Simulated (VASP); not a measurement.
Calculation: PBEsol GGA, VASP's PBE PAW potentials (set 64) (plane waves; VASP).

VASP input:

File KPOINTS:
```
K-points
0
Gamma
 9 9 9
0 0 0
```

**POSCAR**
```
GaN
1
    0.0000000000     2.2476657336     2.2476657336
    2.2476657336     0.0000000000     2.2476657336
    2.2476657336     2.2476657336     0.0000000000
Ga N
1 1
Direct
  0.0000000000   0.0000000000   0.0000000000
  0.2500000000   0.2500000000   0.2500000000
```

### INCAR
```
! general
SYSTEM  = GaN
PREC    = Accurate
ENCUT   = 650   ! plane-wave cut-off (eV)
LREAL   = .FALSE.   ! projection in real space or not
LASPH   = .TRUE.

! electronic loop
EDIFF   = 1E-7   ! SCF stop (eV)
NELM    = 100   ! most electronic steps
ALGO    = Normal   ! blocked Davidson
LMAXMIX = 4

! smearing
ISMEAR  = 0   ! Gaussian
SIGMA   = 0.05

! functional
GGA     = PS

! ions
IBRION  = 6   ! finite differences
NSW     = 1
ISIF    = 3   ! ions, shape and volume
POTIM   = 0.015   ! step
NFREE   = 2

! output
LWAVE   = .FALSE.
LCHARG  = .FALSE.
```

POTCAR, in this order: Ga_d N (PBE.64 set). Program: vasp_std.

Output

File OUTCAR:
```


 TOTAL ELASTIC MODULI (kBar)
 Direction    XX          YY          ZZ          XY          YZ          ZX
 --------------------------------------------------------------------------------
 XX        2706.6132   1462.0651   1462.0651     -0.0000     -0.0000     -0.0000
 YY        1462.0651   2706.6132   1462.0651     -0.0000     -0.0000      0.0000
 ZZ        1462.0651   1462.0651   2706.6132      0.0000     -0.0000      0.0000
 XY          -0.0000     -0.0000      0.0000   1526.4763     -0.0000      0.0000
 YZ          -0.0000     -0.0000     -0.0000     -0.0000   1526.4763      0.0000
 ZX          -0.0000      0.0000      0.0000      0.0000      0.0000   1526.4763
 --------------------------------------------------------------------------------
```
(Selected blocks of OUTCAR.)

The compound is GaN in the zinc blende structure, a metastable form; wurtzite is the usual one. It was relaxed first.
